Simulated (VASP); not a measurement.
Computed with PBE GGA with D3 dispersion (zero damping), VASP's PBE PAW potentials (set 64) (plane waves; VASP 6.6.1).

VASP ran on this input.

File POSCAR:
```
Rb
1
   -2.8658036100     2.8658036100     2.8658036100
    2.8658036100    -2.8658036100     2.8658036100
    2.8658036100     2.8658036100    -2.8658036100
Rb
1
Direct
  0.0000000000   0.0000000000   0.0000000000
```

**KPOINTS**
```
Automatic mesh
0
Gamma
9 9 9
0 0 0
```

**INCAR**
```
! general
SYSTEM   =  Rb
PREC     =  Accurate
ENCUT    =  520
LREAL    =  F   ! projection in real space or not
LASPH    =  T   ! aspherical one-centre terms

! electronic loop
EDIFF    =  1E-7   ! SCF stop (eV)
NELM     =  100   ! most electronic steps
ALGO     =  Normal   ! blocked Davidson
LMAXMIX  =  4   ! l cut-off of mixed one-centre charges

! smearing
ISMEAR   =  1   ! Methfessel-Paxton
SIGMA    =  0.1

! functional
GGA      =  PE   ! PBE
IVDW     =  11

! ions
ISIF     =  2   ! forces and stress, cell fixed

! output
LWAVE    =  F
LCHARG   =  F
```

POTCAR, in this order: Rb_sv (PBE.64 set). Program: vasp_std.

**Question.** Estimate the energy per atom (σ→0), dispersion energy, band gap (on the k-mesh).

**Answer.** 
```
Property                                                    Result
------------------------  ----------------------------------------
energy per atom (σ→0)                               -1.063 eV/atom
dispersion energy                                        -0.126 eV
band gap (on the k-mesh)  none (metal, semimetal or under 0.01 eV)
```

**OSZICAR**
```
...
DAV:   5    -0.935951305212E+00   -0.14009E-02   -0.14009E-02   792   0.537E-01    0.117E+00
DAV:   6    -0.936644769227E+00   -0.69346E-03   -0.17050E-03   904   0.284E-01    0.703E-01
DAV:   7    -0.937654053873E+00   -0.10093E-02   -0.33090E-03   728   0.399E-01    0.441E-02
DAV:   8    -0.937775006899E+00   -0.12095E-03   -0.13069E-04   840   0.110E-01    0.146E-02
DAV:   9    -0.937782742145E+00   -0.77352E-05   -0.69292E-06   920   0.227E-02    0.448E-03
DAV:  10    -0.937782363479E+00    0.37867E-06   -0.25386E-06   848   0.103E-02    0.879E-04
DAV:  11    -0.937782405642E+00   -0.42163E-07   -0.61894E-08   704   0.205E-03
   1 F= -.10635285E+01 E0= -.10632372E+01  d E =-.873874E-03
```

The compound is Rb in the bcc structure. This cell is one point of a volume scan, at 1.06 of the reference volume.
